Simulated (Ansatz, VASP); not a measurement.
## AgRh in VASP and in Ansatz

File INCAR:

```
PREC = Accurate
ENCUT = 520
EDIFF = 1E-7
ISMEAR = -1
SIGMA = 0.05
LREAL = F
LASPH = T
NELM = 100
ALGO = Normal
ISIF = 2
LWAVE = F
LCHARG = T
LELF = T
LVHAR = T
NBANDS = 20
```

File KPOINTS:

```
regular mesh
0
Gamma
  11 11 6
```

The input POSCAR:

```
AgRh
1.0
    2.7775881998      0.0000000000      0.0000000000
   -1.3887940999      2.4054619423      0.0000000000
    0.0000000000      0.0000000000      4.8086020000
Ag Rh
1 1
Direct
    0.0000000000      0.0000000000      0.5000000000
    0.6666666667      0.3333333333      0.0000000000
```

Contents of input.yaml:

```yaml
crystal:
  lattice:
    - [2.7775881998, 0.0, 0.0]
    - [-1.3887940999, 2.4054619423, 0.0]
    - [0.0, 0.0, 4.808602]
  atoms:
    - { symbol: Ag, position: [0.0, 0.0, 0.5] }
    - { symbol: Rh, position: [0.6666666667, 0.3333333333, 0.0] }
kpoints:
  mp_grid: { grid: [11, 11, 6] }
  band_path:
    path:
      - [0.0, 0.0, 0.0]
      - [0.5, 0.0, 0.0]
      - [0.3333333333, 0.3333333333, 0.0]
      - [0.0, 0.0, 0.0]
      - [0.0, 0.0, 0.5]
      - [0.5, 0.0, 0.5]
      - [0.3333333333, 0.3333333333, 0.5]
      - [0.0, 0.0, 0.5]
    npoints: 12
scf:
  occupations: { method: fermi_dirac, width: 0.05 }
hamiltonian:
  xc: lda
  pseudopotentials: { kind: all_electron, lapw: { basis_error: 0.001 } }
output:
  forces: true
  stress: true
  eigenvalues: true
```

Alike in both runs: functional LDA; k mesh 11 × 11 × 6; occupations fermi-dirac, width 0.05 eV; no spin polarisation.

|  | VASP | Ansatz |
| --- | --- | --- |
| version | VASP 6.6.1 | Ansatz 0.2.0 |
| potentials or method | VASP PAW LDA potentials, release 64 (Ag, Rh_pv) | all-electron LAPW, scalar-relativistic |
| plane-wave cutoff (eV) | 520 | see its input |
| task | single point | band structure |

VASP gave:

| Property | Result |
| --- | --- |
| gap on the k mesh at the Fermi level (eV) | none |
| pressure (GPa) | -15.3 |
| largest component of the traceless stress (GPa) | 0.29 |

Problem. Which values does Ansatz return?

Solution. gap on the k mesh at the Fermi level (eV): none; pressure (GPa): -15.6; largest component of the traceless stress (GPa): 0.31.

A gap of «none» marks a metal or a gap that the smearing closes. Ansatz ran all-electron here, so the differences hold the error of VASP's frozen core and of both bases.

Caveats: so large a pressure means that the cell lies far from this level's equilibrium, or that cutoff or potentials fall short (VASP).
